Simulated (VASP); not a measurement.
Input for VASP

**INCAR**
```
SYSTEM = SrTe
PREC = Accurate
ENCUT = 520
EDIFF = 1E-7
NELM = 100
ALGO = Normal
LREAL = .FALSE.
LASPH = .TRUE.
ISMEAR = -5
GGA = PE
LMAXMIX = 4
LWAVE = .FALSE.
LCHARG = .TRUE.
LORBIT = 11
NEDOS = 601
ISIF = 2
```

**POSCAR**
```
SrTe
3.362460
  0.0000000000   1.0000000699   1.0000000699
  1.0000000699   0.0000000000   1.0000000699
  1.0000000699   1.0000000699   0.0000000000
Sr Te
1 1
Direct
  0.0000000000   0.0000000000   0.0000000000
  0.5000000000   0.5000000000   0.5000000000
```

File KPOINTS:
```
Regular mesh
0
G
  8 8 8
```

POTCAR, in this order: Sr_sv Te (PBE.64 set). Program: vasp_std.

Translate this PBE calculation to Quantum ESPRESSO's pw.x.

One equivalent input (not run):
```
&CONTROL
  calculation = 'scf'
  pseudo_dir = './pseudo'
  outdir = './out'
  tprnfor = .true.
  tstress = .true.
/
&SYSTEM
  ibrav = 0
  nat = 2
  ntyp = 2
  ecutwfc = 82.3
  occupations = 'tetrahedra'
  input_dft = 'pbe'
/
&ELECTRONS
  conv_thr = 7.3e-09
  electron_maxstep = 100
/
ATOMIC_SPECIES
  Sr 87.620 Sr.upf
  Te 127.600 Te.upf
CELL_PARAMETERS angstrom
     0.0000000    3.3624602    3.3624602
     3.3624602    0.0000000    3.3624602
     3.3624602    3.3624602    0.0000000
ATOMIC_POSITIONS crystal
  Sr   0.0000000  0.0000000  0.0000000
  Te   0.5000000  0.5000000  0.5000000
K_POINTS automatic
  8 8 8 0 0 0
```
The two are equivalent in intent, not identical: the potentials are each code's own (VASP's PAW set, PseudoDojo norm-conserving files in pw.x), so ENCUT and ecutwfc are chosen apart and not converted; conv_thr bounds pw.x's estimated SCF error, while EDIFF bounds the energy change between steps.

The compound is SrTe in the rock salt structure. It was relaxed first.
